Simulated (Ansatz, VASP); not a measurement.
# Sb in two plane-wave programs, part 2 of 2

Wanted: the spread between two codes on one cell, functional and k mesh. The cell is taken from a series of VASP runs on this material, whose earlier steps may have relaxed, scaled or displaced it; both programs get it as it stands.

VASP 6.6.1 and Ansatz 0.2.0.

So far: Set-up; Ansatz: zone-centre phonons, PBEsol; VASP: zone-centre phonons, PBEsol; Side by side.

**5. VASP: zone-centre phonons, PBEsol with D3(BJ)**

Level of this step: PBEsol with D3(BJ); plane waves and PAW (Sb) (VASP).

Second derivatives magnify differences that forces hide, and they need a tight electronic threshold. The cell compared in this pair holds 56.52 Å³, against 59.66 Å³ for the pair before.

File INCAR:

```
SYSTEM = Sb
PREC = Accurate
ENCUT = 450
EDIFF = 1E-08
NELM = 100
ISMEAR = 1
SIGMA = 0.15
LREAL = .FALSE.
ALGO = Normal
GGA = PS
IVDW = 12
NBANDS = 11
LORBIT = 11
LWAVE = .FALSE.
LCHARG = .FALSE.
KPAR = 2
IBRION = 6
NFREE = 2
POTIM = 0.015
NSW = 1
ISIF = 2
```

File POSCAR:

```
Sb
1.0
    2.1380229421      1.2343881212      3.5695304210
   -2.1380229421      1.2343881212      3.5695304210
    0.0000000000     -2.4687762423      3.5695304210
Sb
2
Direct
    0.7610189616      0.7610189616      0.7610189616
    0.2389810384      0.2389810384      0.2389810384
```

File KPOINTS:

```
Automatic mesh
0
Gamma
12 12 12
0 0 0
```

PAW data sets: Sb (PBE family, release 64).

Command:

```
$ mpirun -np 2 vasp_std
```

Numbers of over 12 decimals in the logs are rounded to 6 here.

What it wrote:

```text
[banner, memory and clock lines left out]
running    2 mpi-ranks, on    1 nodes
[...]
[... a notice as in an earlier step ...]

 LDA part: xc-table for (Slater+PW92), standard interpolation
 POSCAR, INCAR and KPOINTS ok, starting setup
[...]
entering main loop
       N       E                     dE             d eps       ncg     rms          rms(c)
DAV:   1     0.314205667282E+02    0.31421E+02   -0.33651E+03  4158   0.641E+02
DAV:   2    -0.743958837047E+01   -0.38860E+02   -0.37565E+02  5505   0.109E+02
DAV:   3    -0.909081260771E+01   -0.16512E+01   -0.16378E+01  5002   0.252E+01
DAV:   4    -0.910503156453E+01   -0.14219E-01   -0.14216E-01  4676   0.280E+00
[...]
DAV:  11    -0.909101304702E+01   -0.15157E-06   -0.12794E-07  4692   0.211E-03    0.408E-04
DAV:  12    -0.909101307563E+01   -0.28602E-07   -0.98765E-09  3416   0.571E-04    0.928E-05
DAV:  13    -0.909101307674E+01   -0.11180E-08   -0.11699E-09  2391   0.241E-04
   1 F= -.10056952E+02 E0= -.10057120E+02  d E =0.503966E-03
[... from here on, the cycles between the ionic steps are left out ...]
   2 F= -.10056810E+02 E0= -.10056985E+02  d E =0.525279E-03
   3 F= -.10056810E+02 E0= -.10056985E+02  d E =0.525267E-03
   4 F= -.10056491E+02 E0= -.10056699E+02  d E =0.623046E-03
   5 F= -.10056539E+02 E0= -.10056657E+02  d E =0.353231E-03
 Finite differences progress:
  Degree of freedom:   2/  2
  Displacement:        2/  2
  Total:               4/  4
```

From OUTCAR (step 5):

```text
 Edisp (eV)   -0.96597

 Edisp (eV)   -0.96591

  Total      -0.05281    -0.05281    -0.07897     0.00000    -0.00000     0.00000
  in kB      -1.49707    -1.49707    -2.23857     0.00000    -0.00000     0.00000
  external pressure =       -1.74 kB  Pullay stress =        0.00 kB

 POSITION                                       TOTAL-FORCE (eV/Angst)
 -----------------------------------------------------------------------------------
      0.00000      0.00000      8.13444         0.000000      0.000000      0.054191
      0.00000      0.00000      2.55915         0.000000     -0.000000     -0.054191
 -----------------------------------------------------------------------------------
    total drift:                                0.000000      0.000000      0.000078

  FREE ENERGIE OF THE ION-ELECTRON SYSTEM (eV)
  ---------------------------------------------------
  free  energy   TOTEN  =       -10.0565393424 eV

  energy  without entropy=      -10.0568925737  energy(sigma->0) =      -10.05665709

[... 1 part as in an earlier step ...]

[... 2 further parts left out ...]
[key lines of the parts left out:]
E-fermi :   7.8262
```

The last energy, forces, stress and levels in OUTCAR belong to the last displaced cell, not to the cell of POSCAR.

**6. Ansatz: zone-centre phonons, PBEsol with D3(BJ)**

The same cell, functional, mesh and smearing now go to Ansatz, which takes its cutoff from its data sets.

The cell is taken from a series of VASP runs on this material, whose earlier steps may have relaxed, scaled or displaced it; both programs get it as it stands.

File input.yaml:

```yaml
crystal:
  lattice:
    - [2.1380229421, 1.2343881212, 3.569530421]
    - [-2.1380229421, 1.2343881212, 3.569530421]
    - [0.0, -2.4687762423, 3.569530421]
  atoms:
    - { symbol: Sb, position: [0.7610189616, 0.7610189616, 0.7610189616] }
    - { symbol: Sb, position: [0.2389810384, 0.2389810384, 0.2389810384] }
hamiltonian:
  xc: pbesol
  pseudopotentials: { kind: paw }
  dispersion: d3bj
kpoints:
  mp_grid: { grid: [12, 12, 12] }
scf:
  occupations: { method: methfessel_paxton, width: 0.15 }
phonons:
  method: dfpt
  qpoints: [[0, 0, 0]]
```

Command:

```
$ ansatz run input.yaml --threads 4 --pin off --max-ram 9216MiB --backend cpu --events-out ev --progress --plain --runs-dir out
```

What it wrote:

```text
[...]
Crystal: 2 atoms, lattice volume = 56.523 Å³
Basis set: ecut = 420 eV, 1103 PW (Γ), exchange–correlation on 60×60×60 points (8 copies of the dense FFT grid, shifted against one another)
Bands: 19, of which v1, the nominal top of the filled ones, is band 15 counted from 1 (14 counted from 0)
Symmetry: 12 space group operations
k-points: 476 of 1728 (irreducible under 2 space group operations, time reversal used)
[...]
pairwise dispersion correction: d3bj (s6 = 1.0, s8 = 2.9491, a1 = 0.4466, a2_bohr = 6.1742), with the weights of each atom's references fixed at the reference crystal's, and the forces and stress that the weights' published response gives there kept as a pressure on the atom's counted neighbours (hamiltonian.dispersion)
  ASR residual per site (eV/Å²): 1.94e-5 1.94e-5
  Γ frequencies (cm⁻¹): 0.00 0.00 0.00 69.53 69.53 128.57
[...]
--- Phonons (arbitrary-q DFPT): 1 explicit q-point ---
[...]
[key lines of the parts left out:]
SCF converged after 10 iterations
Free energy (F): -12817.111931 eV
Fermi energy:    10.821727 eV
```

Elapsed: 36 s, on 4 threads of Arm Neoverse V1, shared host; peak memory 1.8 GiB; 2.3 min of CPU time.

**7. Comparison**

What differs besides the data sets and the points named for the pairs above, as far as they apply: Ansatz takes the dispersion share of the force constants at frozen C6 weights, VASP differentiates the full forces; VASP uses finite displacements, Ansatz perturbation theory. Total energies have different zeros and are not compared.

Both answers:

| quantity | Ansatz | VASP | difference |
| --- | --- | --- | --- |
| optical mode 1 to 2 (cm⁻¹) | 69.5 | 75.5 | -7.86 % |
| optical mode 3 (cm⁻¹) | 128.6 | 131.6 | -2.33 % |

Modes are paired by rising frequency and degeneracy, not by their patterns, so a pair may still set unlike modes beside each other.

**8. Outcome**

| Property | Result |
| --- | --- |
| r.m.s. difference of the optical zone-centre modes, each program's sorted by frequency (zone-centre phonons, PBEsol) | 3.4 cm⁻¹ |
| difference in optical mode 1 to 2 (zone-centre phonons, PBEsol) | -4.0 % |
| r.m.s. difference of the optical zone-centre modes, each program's sorted by frequency (zone-centre phonons, PBEsol with D3(BJ)) | 5.2 cm⁻¹ |
| difference in optical mode 1 to 2 (zone-centre phonons, PBEsol with D3(BJ)) | -7.9 % |

The r.m.s. difference of the optical zone-centre modes, each program's sorted by frequency is 3.4 cm⁻¹ (zone-centre phonons, PBEsol). Among the rows given in per cent, the largest difference of the zone-centre phonons, PBEsol pair is in optical mode 1 to 2, -4.0 %. Among the rows given in per cent, the largest difference of the zone-centre phonons, PBEsol with D3(BJ) pair is in optical mode 1 to 2, -7.9 %. Such differences can come from data sets, numerical settings and the points named under the comparisons, not from the functional's error against experiment.

[Lines on the potential files, build, host, timing and source positions are cut from VASP's logs without a mark.]

[Logs are printed without paths, hosts, clocks, repeated set-up lines and the standing remarks that a program may print on its own settings, such as how far it seeks lower states.]

[Hosts, paths, dates, database ids (printed as entryN), source tags and the programs' standing remarks are cut or masked in the printed files.]
